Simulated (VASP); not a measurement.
Given:

```
CELL_PARAMETERS angstrom
     -1.60828     1.60828     1.60828
      1.60828    -1.60828     1.60828
      1.60828     1.60828    -1.60828
ATOMIC_POSITIONS crystal
  Nb 0.00000 0.00000 0.00000
```

All values below come from PBEsol GGA, VASP's PBE PAW potentials (set 64) (plane waves; VASP). Numerical set-up: 500 eV cut-off, 16×16×16 Γ-centred mesh, first-order Methfessel-Paxton smearing of 0.10 eV, potentials Nb_sv.

Energy and stress use the plane-wave basis of the starting cell.

Problem. The ions, cell shape and volume at an external pressure of 20.0 GPa are relaxed. Which structure does the run end with?

Solution. 
```
CELL_PARAMETERS angstrom
     -1.58627     1.58627     1.58627
      1.58627    -1.58627     1.58627
      1.58627     1.58627    -1.58627
ATOMIC_POSITIONS crystal
  Nb 0.00000 0.00000 0.00000
```
Space group Im-3m (229), at a tolerance of 0.03 Å.

Problem. How do energy and volume change from the first to the last step?

Solution. The energy (σ→0) changes by +62.1 meV/atom and the volume by -4.1 %, in 4 ionic steps.

```csv
step,E(σ→0) (eV),max force (eV/Å),pressure (GPa),volume (Å³)
1,-10.9298,0.000,9.83,16.64
2,-10.4721,0.000,55.13,14.22
3,-10.8714,0.000,19.49,16.00
4,-10.8677,0.000,19.96,15.97
```

The compound is Nb in the bcc structure. This run relaxes it under an external pressure of 20 GPa. Symmetry was kept, so distortions that lower it aren't found.
